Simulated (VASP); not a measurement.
Consider the following.

```
BiB
1.0
    3.31387     0.00000     0.00000
    0.00000     3.31387     0.00000
    0.00000     0.00000     3.31387
B Bi
1 1
Direct
  0.00000   0.00000   0.00000
  0.50000   0.50000   0.50000
```

All values below come from PBEsol GGA, VASP's PBE PAW potentials (set 64) (plane waves; VASP). Numerical set-up: 620 eV cut-off, 11×11×11 Γ-centred mesh, first-order Methfessel-Paxton smearing of 0.10 eV, potentials B Bi_d.

Energy and stress use the plane-wave basis of the starting cell.

Question: The ions, cell shape and volume at an external pressure of 5.0 GPa are relaxed. Which structure does the run end with?

Answer: 
```
BiB
1.0
    3.25632     0.00000     0.00000
    0.00000     3.25632     0.00000
    0.00000     0.00000     3.25632
B Bi
1 1
Cartesian
  0.00000   0.00000   0.00000
  1.62816   1.62816   1.62816
```
Space group Pm-3m (221), at a tolerance of 0.03 Å.

Question: How do energy and volume change from the first to the last step?

Answer: The energy (σ→0) changes by +14.1 meV/atom and the volume by -5.1 %, in 3 ionic steps.

| step | E(σ→0) (eV) | max force (eV/Å) | pressure (GPa) | volume (Å³) |
|---|---|---|---|---|
| 1 | -8.2681 | 0.000 | 0.07 | 36.39 |
| 2 | -8.1985 | 0.000 | 8.34 | 33.52 |
| 3 | -8.2400 | 0.000 | 5.00 | 34.53 |

The structure was generated: BBi was put into the CsCl type type (Pm-3m), which need not be its known phase. This run relaxes it under an external pressure of 5 GPa. Symmetry was kept, so distortions that lower it aren't found. VASP warned that the highest band is occupied, so more bands are needed.
